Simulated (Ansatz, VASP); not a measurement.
# Te2Mo in two plane-wave programs, part 3 of 3

Aim: how closely do two programs agree when they are given the same cell, functional and k mesh? The cell is taken from a series of runs on this material, whose earlier steps may have relaxed, scaled, displaced or heated it; both programs get it as it stands.

VASP 6.6.1 and Ansatz 0.2.0.

So far: Starting point; VASP: zone-centre phonons, LDA.

### Step 3. Ansatz: zone-centre phonons, LDA

Level of this step: Ansatz beside VASP: Kohn-Sham DFT, plane waves, LDA (Ansatz).

Ansatz runs on its PAW soft_1 files.

The same cell, functional (in two slightly different forms) and mesh now go to Ansatz.

File input.yaml:

```yaml
crystal:
  lattice:
    - [3.4746045667, 0.0, 0.0]
    - [-1.7373022833, 3.0090958229, 0.0]
    - [0.0, 0.0, 14.0044139418]
  atoms:
    - { symbol: Te, position: [0.3333333333, 0.6666666667, 0.6213357458] }
    - { symbol: Te, position: [0.6666666667, 0.3333333333, 0.1213357458] }
    - { symbol: Te, position: [0.3333333333, 0.6666666667, 0.8786642542] }
    - { symbol: Te, position: [0.6666666667, 0.3333333333, 0.3786642542] }
    - { symbol: Mo, position: [0.3333333333, 0.6666666667, 0.25] }
    - { symbol: Mo, position: [0.6666666667, 0.3333333333, 0.75] }
kpoints:
  mp_grid: { grid: [6, 6, 1] }
hamiltonian:
  xc: lda
  pseudopotentials: { kind: paw, azcp: { folder: soft_1 }, xc_functional: pbe }
scf:
  occupations: { method: fixed }
output:
  eigenvalues: true
basis:
  ecutwfc: 260.0
phonons:
  method: dfpt
  qmesh: [2, 2, 1]
  temperatures: { t_max: 1000, t_step: 50 }
  qpath:
    path:
      - [[0.0, 0.0, 0.0], [0.5, 0.0, 0.0], [0.33333333, 0.33333333, 0.0], [0.0, 0.0, 0.0], [0.0, 0.0, 0.5], [0.5, 0.0, 0.5], [0.33333333, 0.33333333, 0.5], [0.0, 0.0, 0.5]]
      - [[0.5, 0.0, 0.5], [0.5, 0.0, 0.0]]
      - [[0.33333333, 0.33333333, 0.5], [0.33333333, 0.33333333, 0.0]]
    npoints: 10
  non_analytic_term:
    high_frequency_dielectric_tensor: [[19.7579, 0.0, 0.0], [0.0, 19.7579, 0.0], [0.0, 0.0, 10.9316]]
    born_effective_charges:
      - { species: Te, tensor: [[1.6372, 0.0, 0.0], [0.0, 1.6372, 0.0], [0.0, 0.0, 0.8592]] }
      - { species: Te, tensor: [[1.6372, 0.0, 0.0], [0.0, 1.6372, 0.0], [0.0, 0.0, 0.8592]] }
      - { species: Te, tensor: [[1.6372, 0.0, 0.0], [0.0, 1.6372, 0.0], [0.0, 0.0, 0.8592]] }
      - { species: Te, tensor: [[1.6372, 0.0, 0.0], [0.0, 1.6372, 0.0], [0.0, 0.0, 0.8592]] }
      - { species: Mo, tensor: [[-3.2744, 0.0, 0.0], [0.0, -3.2744, 0.0], [0.0, 0.0, -1.7184]] }
      - { species: Mo, tensor: [[-3.2744, 0.0, 0.0], [0.0, -3.2744, 0.0], [0.0, 0.0, -1.7184]] }
    source: "zone-centre run at this cell"
```

Launch:

```bash
$ ansatz run input.yaml --threads 4 --pin off --max-ram 8192MiB --backend cpu --events-out ev --progress --plain --runs-dir out
```

Numbers of over 12 decimals in the logs are rounded to 6 here.

Log:

```text
Warning: basis.ecutwfc = 260 eV is below the records' recommended 420 eV, and the density's cutoff is lower with it unless basis.ecutrho_ratio is high enough to keep the records' density cutoff: compare with a run at a higher cutoff
Warning: phonons: the dynamical matrix that this run interpolates holds no multipole term above the dipole-dipole one, and a site of this crystal is no centre of inversion, so its interpolated transverse optical and acoustic branches and sound speeds can stay off near Gamma, and the density of states and the thermodynamics with them. What a run solves at a wave vector of phonons.qpoints, Gamma apart, where the deck admits one, is free of this, and under fd what a larger phonons.supercell samples
Engine: ansatz 0.2.0, x86_64-unknown-linux-gnu
Pseudopotentials: kind: paw
Pseudopotential: Te, paw, valence charge 16, recommended cutoff 420 eV (normal), soft_1/Te.paw.azcp
Pseudopotential: Mo, paw, valence charge 14, recommended cutoff 420 eV (normal), soft_1/Mo.paw.azcp
Functional definition: SPW92
  exchange = slater_x
  correlation = pw_c
Crystal: 6 atoms, lattice volume = 146.422 Å³
Basis set: ecut = 260 eV, 1387 PW (Γ), exchange–correlation on 40×40×160 points (8 copies of the dense FFT grid, shifted against one another)
Bands: 56, of which v1, the nominal top of the filled ones, is band 46 counted from 1 (45 counted from 0)
Symmetry: 24 space group operations
k-points: 7 of 36
Non-local potential: Te, projectors of the file, l = 0: 2, l = 1: 2, l = 2: 2, l = 3: 1
Non-local potential: Mo, projectors of the file, l = 0: 3, l = 1: 2, l = 2: 2, l = 3: 1
PAW form: soft (Blöchl's): semilocal exchange-correlation on the pseudo side does not see the compensation charge
PAW frozen core: Te, regenerated for the run's functional, and the local potential with it (the file was generated under x = pbe(κ = 0.804, μ = 0.219515), c = pbe(β = 0.066725))
PAW frozen core: Mo, regenerated for the run's functional, and the local potential with it (the file was generated under x = pbe(κ = 0.804, μ = 0.219515), c = pbe(β = 0.066725))
PAW one-centre angular grid: Te, 590 points (default); XC on 64 Gauss nodes
PAW one-centre angular grid: Mo, 590 points (default); XC on 64 Gauss nodes
Initial density: superposition of atomic densities (chi_scale 0.1, normalization cell, long waves kept (reshape's long-wave potential 0.01 eV rms))
Initial wavefunctions: pseudopotential atomic-orbital guess
Functional: x = slater, c = lda
SCF iter   1: F=—  HF=-36996.087945 eV  |F-HF|=—  |Δ(HF+E_count)|=         —  Δρ=5.65e-2  dr2=6.58e0  ethr=3.10e-3  ⟨swp⟩=4.9  Hψ=1246  notcnv=0  defer=42
preconditioner: auto → Resta (q_TF=auto, 2.525 Å⁻¹)  ε∞=6.3  [insulator: Δε(μ)=0.803 eV  Ē_g=8.023 eV  n_scr=52 (ndim 8)  ℏωp=18.4 eV  f_vac=0.006  ε∞_Penn≈6.3]
SCF iter   2: F=—  HF=-36994.710822 eV  |F-HF|=—  |Δ(HF+E_count)|=    1.38e0  Δρ=1.98e-2  dr2=2.38e0  ethr=3.10e-3  ⟨swp⟩=2.6  Hψ=682  notcnv=0  defer=37
SCF iter   3: F=—  HF=-36994.416433 eV  |F-HF|=—  |Δ(HF+E_count)|=   2.94e-1  Δρ=1.30e-2  dr2=3.84e-1  ethr=2.58e-3  ⟨swp⟩=1.9  Hψ=436  notcnv=0  defer=43
SCF iter   4: F=—  HF=-36994.307536 eV  |F-HF|=—  |Δ(HF+E_count)|=   1.09e-1  Δρ=2.33e-3  dr2=1.44e-2  ethr=4.17e-4  ⟨swp⟩=2.1  Hψ=545  notcnv=0  defer=52
SCF iter   5: F=—  HF=-36994.304839 eV  |F-HF|=—  |Δ(HF+E_count)|=   2.70e-3  Δρ=6.46e-4  dr2=1.11e-3  ethr=1.57e-5  ⟨swp⟩=2.0  Hψ=482  notcnv=0  defer=56
SCF iter   6: F=—  HF=-36994.304695 eV  |F-HF|=—  |Δ(HF+E_count)|=   1.44e-4  Δρ=1.65e-4  dr2=9.46e-5  ethr=1.21e-6  ⟨swp⟩=2.0  Hψ=497  notcnv=0  defer=54
SCF iter   7: F=—  HF=-36994.304698 eV  |F-HF|=—  |Δ(HF+E_count)|=   3.34e-6  Δρ=4.15e-5  dr2=3.55e-6  ethr=1.03e-7  ⟨swp⟩=2.0  Hψ=461  notcnv=0  defer=29
SCF iter   8: F=—  HF=-36994.304703 eV  |F-HF|=—  |Δ(HF+E_count)|=   4.80e-6  Δρ=9.75e-6  dr2=2.05e-7  ethr=3.85e-9  ⟨swp⟩=2.0  Hψ=505  notcnv=0  defer=21
SCF iter   9: F=—  HF=-36994.304703 eV  |F-HF|=—  |Δ(HF+E_count)|=   5.39e-8  Δρ=2.38e-6  dr2=1.33e-8  ethr=2.23e-10  ⟨swp⟩=2.0  Hψ=468  notcnv=0  defer=21
SCF iter  10: F=—  HF=-36994.304703 eV  |F-HF|=—  |Δ(HF+E_count)|=  8.95e-10  Δρ=4.39e-7  dr2=2.89e-10  ethr=1.45e-11  ⟨swp⟩=2.1  Hψ=474  notcnv=0  defer=21
SCF iter  11: F=—  HF=-36994.304703 eV  |F-HF|=—  |Δ(HF+E_count)|=  1.46e-11  Δρ=9.24e-8  dr2=1.23e-11  ethr=1.00e-12  ⟨swp⟩=1.3  Hψ=374  notcnv=0  defer=21
SCF iter  12: F=-36994.304703 eV  HF=-36994.304703 eV  |F-HF|=0.00e0  |Δ(HF+E_count)|=    0.00e0  Δρ=2.00e-8  dr2=7.71e-13  ethr=1.00e-12  ⟨swp⟩=12.7  Hψ=2121  notcnv=0
SCF 1 converged in 12 iterations: F = -36994.304703 eV  dr2 = 7.71e-13
  greatest PAW one-centre occupation: 1.003 electrons in one spin orbital (limit 2), on the Te atom at site 3 (counted from 0), in its partial waves of l = 2
NSCF: frozen V_eff on 7 k-points
NSCF: frozen V_eff on 7 k-points
DFPT response loops at q = (0, 0, 0) (fractional): preconditioner auto → Resta (q_TF=auto, 2.525 Å⁻¹)  ε∞=8.4 (no band partly filled); β = 1.00, the filter's whole step (`scf.mixing.beta` (0.50) is not read by the response loops at its default; to damp them type it under 1.00, their step now; it binds the ground state too); Anderson in place of MSR1; while a model of the screening serves, it and β = 1 on shorter waves in the place of filter and β
NSCF: frozen V_eff on 26 k-points
DFPT response loops at q = (0, -0.5, 0) (fractional): mixed as the last ones told, above
SCF converged after 12 iterations
Free energy (F): -36994.304703 eV
Harris-Foulkes:  -36994.304703 eV  (|F-HF|=0.00e0)
Internal energy: -36994.304703 eV  (E = F + TS)
E sigma→0 (E₀):  -36994.304703 eV
Fermi energy:    12.484406 eV
--- Per-component energies (eV) ---
  E_band       = -1144.722143
  E_kinetic    = 1558.386884
  E_local      = -8825.233284  (includes V_loc(G=0)·N_el)
  E_nonlocal   = 591.181741
  E_hartree    = 4159.264762
  E_xc         = -842.676087
  E_vxc        = -854.514303  (∫ρ·V_xc dr)
  E_paw        = -24279.452415  (= ΣΔE_a)
  E_vpaw       = -1933.078477  (= ΣTr[D̂ρ^β])
  E_aug_tail   = 0.005714  (compensation charges beyond the density's cutoff)
  E_ewald      = -9359.442218
  E_core_change = 3.660200  (= ΣΔE_core)
  E_smearing   = -0.000000  (= −TS)
  E_closure    = 0.000000  (closes the sum)
  Σ components = -36994.304703   (vs F -36994.304703, Δ=0.00e0)
--- Band table (eV; the first three rows and the last of 7) ---
  k-point 0: bands = [... 42 lower, 11.5799, 11.5799, 12.1021, 12.4844, 15.5953, 15.5953, 15.7255, 15.7255, ... 6 higher]
  k-point 1: bands = [... 42 lower, 11.3222, 11.4489, 12.0608, 12.2538, 14.3683, 14.6550, 14.6828, 14.9263, ... 6 higher]
  k-point 2: bands = [... 42 lower, 11.1919, 11.4213, 11.7146, 11.8546, 13.6564, 14.1188, 14.2639, 14.3518, ... 6 higher]
  k-point 6: bands = [... 42 lower, 10.6636, 10.6636, 12.2137, 12.4697, 13.5827, 13.5827, 13.6884, 14.6951, ... 6 higher]
--- Phonons (Γ-DFPT): 4 representative perturbations + reference (Σ response iterations 18) ---
  ASR residual: 7.459e-5 → 0.000e0 eV/Å²; symmetrization residual: 4.085e-5 eV/Å²
  ASR residual per site (eV/Å²): 4.88e-5 4.88e-5 4.88e-5 4.88e-5 7.46e-5 7.46e-5
  Γ frequencies (cm⁻¹): 0.00 0.00 0.00 24.16 24.16 31.90 115.56 115.56 116.72 116.72 169.62 174.98 232.00 232.00 232.70 232.70 283.89 289.19
--- Phonons (arbitrary-q DFPT): 2 irreducible q on the 2×2×1 mesh ---
  q = [0.0000, 0.0000, 0.0000] (star 1, of the zone-centre solve; hermiticity 3.87e-6, symmetrization 4.34e-11): -0.00 -0.00 0.00 24.16 24.16 31.90 115.56 115.56 116.72 116.72 169.62 174.98 232.00 232.00 232.70 232.70 283.89 289.19
  q = [0.0000, -0.5000, 0.0000] (star 3, 6 solved perturbations in 78 linear systems a pass and spin channel, the states on 13 of 36 k-point pairs; hermiticity 3.96e-6, symmetrization 1.17e-12): 73.44 78.70 96.73 102.37 106.65 106.71 127.20 129.88 146.19 153.39 158.34 160.21 229.27 230.88 241.85 242.25 252.38 253.32
  sum rule: each row above includes the acoustic sum rule's correction from the zone centre's row sums; it moved no ω² by more than (0.46 cm⁻¹)²
  mesh force constants: q→R imaginary residual 8.49e-18; ASR residual 7.459e-5 → 0.000e0 eV/Å²; symmetrization residual 1.421e-14 eV/Å²
  interpolated dispersion: 94 rows × 18 modes
  density of states and harmonic sums: on the 20×20×5 q-mesh, interpolated from the force constants of a 2×2×1 supercell (with the dipole–dipole term of supplied tensors)
  largest difference from the sums on the solved wave vectors: F 1.44e-1 eV, S 2.08e-4 and C_V 6.45e-5 eV/K
  zero-point energy: 0.174257 eV/cell   skipped modes (ω ≤ 0): 3   left out of the sums: 8.33e-5 of the cell's modes: C_V's classical limit lies that fraction below 3 k_B per atom; for a crystal, a wire or a layer, F and S can be off by more, and a phonons.interpolated_qmesh denser along its periods is the remedy for the sampling
```

### Step 4. Comparison

Known differences besides the potentials themselves: fixed occupations in Ansatz, narrow Gaussian smearing in VASP; VASP's run holds the zone centre alone; the data sets hold 92 valence electrons in Ansatz (on its PAW soft_1 files) and 52 in VASP; the cutoff is 260 eV in Ansatz and 500 eV in VASP; VASP's log shows a relativistic correction to its local exchange, Ansatz's none; Ansatz's log warns that its cutoff lies below the recommended one. Total energies have different zeros and are not compared.

Both answers:

```tsv
quantity	Ansatz	VASP	difference
optical mode 1 to 2 (cm⁻¹)	24.2	23.6	+0.6
optical mode 3 (cm⁻¹)	31.9	30.0	+1.9
optical mode 4 to 5 (cm⁻¹)	115.6	118.4	-2.36 %
optical mode 6 to 7 (cm⁻¹)	116.7	119.2	-2.10 %
optical mode 8 (cm⁻¹)	169.6	174.0	-2.52 %
optical mode 9 (cm⁻¹)	175.0	177.6	-1.46 %
optical mode 10 to 11 (cm⁻¹)	232.0	237.2	-2.19 %
optical mode 12 to 13 (cm⁻¹)	232.7	237.9	-2.17 %
optical mode 14 (cm⁻¹)	283.9	290.9	-2.41 %
optical mode 15 (cm⁻¹)	289.2	296.1	-2.34 %
```

Modes are paired by rising frequency, not by their patterns, so a pair may set unlike modes beside each other; they are those without the splitting of longitudinal modes.

### Step 5. What came out

| Property | Result |
| --- | --- |
| r.m.s. difference of the optical zone-centre modes, each program's sorted by frequency (zone-centre phonons, LDA) | 4.2 cm⁻¹ |
| difference in optical mode 8 (zone-centre phonons, LDA) | -2.5 % |

**Reading.** The r.m.s. difference of the optical zone-centre modes, each program's sorted by frequency is 4.2 cm⁻¹ (zone-centre phonons, LDA). The data sets hold unlike numbers of valence electrons (92 in Ansatz and 52 in VASP), so part of the differences comes from the potentials. Among the rows given in per cent, the largest difference of the zone-centre phonons, LDA pair is in optical mode 8, -2.5 %. Such differences can come from data sets, numerical settings and the points named under the comparisons, not from the functional's error against experiment.

[Lines on the potential files, build, host, timing and source positions are cut from VASP's logs without a mark.]

[Logs are printed without paths, hosts, clocks, repeated set-up lines and the standing remarks that a program may print on its own settings, such as how far it seeks lower states.]

[Hosts, paths, dates, database ids (printed as entryN), source tags and the programs' standing remarks are cut or masked in the printed files.]
